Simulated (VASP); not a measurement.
Calculation: optB88-vdW, VASP's PBE PAW potentials (set 64) (plane waves; VASP 6.6.1).

VASP input:

KPOINTS:
```
Automatic mesh
0
Gamma
16 16 16
0 0 0
```

### INCAR
```
SYSTEM = HfN
PREC = Accurate; ENCUT = 520; LREAL = .False.
LASPH = .True.
EDIFF = 1E-7; NELM = 100; ALGO = Normal
LMAXMIX = 6
ISMEAR = -5
GGA = BO; LUSE_VDW = .True.; AGGAC = 0.0
PARAM1 = 0.1833333333; PARAM2 = 0.22
ISIF = 2
LWAVE = .False.; LCHARG = .True.; LORBIT = 11
NEDOS = 601
```

**POSCAR**
```
HfN
1
    0.0000000000     2.2666688098     2.2666688098
    2.2666688098    -0.0000000000     2.2666688098
    2.2666688098     2.2666688098     0.0000000000
Hf N
1 1
Direct
  0.0000000000   0.0000000000   0.0000000000
  0.5000000000   0.5000000000   0.5000000000
```

POTCAR, in this order: Hf_pv N (PBE.64 set). Program: vasp_std.

Output

File OSZICAR:
```
       N       E                     dE             d eps       ncg     rms          rms(c)
DAV:   1     0.431364654409E+02    0.43136E+02   -0.82926E+03  3190   0.129E+03
DAV:   2    -0.190165205117E+02   -0.62153E+02   -0.59085E+02  4338   0.256E+02
DAV:   3    -0.213010448666E+02   -0.22845E+01   -0.22639E+01  4094   0.418E+01
DAV:   4    -0.213233005323E+02   -0.22256E-01   -0.22198E-01  3855   0.407E+00
DAV:   5    -0.213237099541E+02   -0.40942E-03   -0.41095E-03  4274   0.381E-01    0.473E+01
DAV:   6    -0.181075493813E+02    0.32162E+01   -0.17899E+01  3705   0.297E+01    0.405E+01
DAV:   7    -0.180460611966E+02    0.61488E-01   -0.79274E-01  3628   0.802E+00    0.272E+01
DAV:   8    -0.180383690073E+02    0.76922E-02   -0.18506E-01  3765   0.397E+00    0.787E+00
DAV:   9    -0.180231478086E+02    0.15221E-01   -0.85946E-02  3749   0.202E+00    0.149E+00
DAV:  10    -0.180227831327E+02    0.36468E-03   -0.22636E-03  3700   0.451E-01    0.496E-01
DAV:  11    -0.180227659889E+02    0.17144E-04   -0.41125E-04  3883   0.172E-01    0.604E-02
DAV:  12    -0.180227674605E+02   -0.14717E-05   -0.17667E-05  3888   0.424E-02    0.582E-02
DAV:  13    -0.180227678911E+02   -0.43056E-06   -0.21298E-06  4309   0.140E-02    0.153E-03
DAV:  14    -0.180227680927E+02   -0.20159E-06   -0.62113E-08  2146   0.256E-03    0.176E-03
DAV:  15    -0.180227680740E+02    0.18668E-07   -0.13251E-08  1943   0.122E-03
   1 F= -.18022768E+02 E0= -.18022768E+02  d E =0.000000E+00
```

**OUTCAR**
```
------------------------ aborting loop because EDIFF is reached ----------------------------------------
  FORCE on cell =-STRESS in cart. coord.  units (eV):
  Direction    XX          YY          ZZ          XY          YZ          ZX
  --------------------------------------------------------------------------------------
  Total        0.0011558      0.0011558      0.0011558     -0.0000000     -0.0000000      0.0000000
  in kB        0.0795056      0.0795056      0.0795056     -0.0000000     -0.0000000      0.0000000
  external PRESSURE =       0.0795056 kB  Pullay stress =       0.0000000 kB
  volume of cell :       23.29
      direct lattice vectors                 reciprocal lattice vectors
     0.000000000  2.266668810  2.266668810    -0.220588027  0.220588027  0.220588027
     2.266668810  0.000000000  2.266668810     0.220588027 -0.220588027  0.220588027
     2.266668810  2.266668810  0.000000000     0.220588027  0.220588027 -0.220588027
 POSITION                                       TOTAL-FORCE (eV/Angst)
 -----------------------------------------------------------------------------------
      0.00000      0.00000      0.00000         0.000000      0.000000      0.000000
      2.26667      2.26667      2.26667        -0.000000     -0.000000     -0.000000
 -----------------------------------------------------------------------------------
    total drift:                                0.000000     -0.000000     -0.000000
  FREE ENERGIE OF THE ION-ELECTRON SYSTEM (eV)
  ---------------------------------------------------
  free  energy   TOTEN  =       -18.0227680740 eV

  energy  without entropy=      -18.0227680740  energy(sigma->0) =      -18.02276807

 total charge

# of ion       s       p       d       tot
------------------------------------------
    1        0.283   6.558   1.755   8.596
    2        1.230   2.528   0.000   3.759
--------------------------------------------------
tot          1.513   9.087   1.755  12.355
```
(Selected blocks of OUTCAR.)

For a metal the tetrahedron method with Blöchl corrections gives inexact stress and forces.

The compound is HfN in the rock salt structure. It was relaxed first. The electron count is odd and the run is not spin-polarised, which forces a metal.
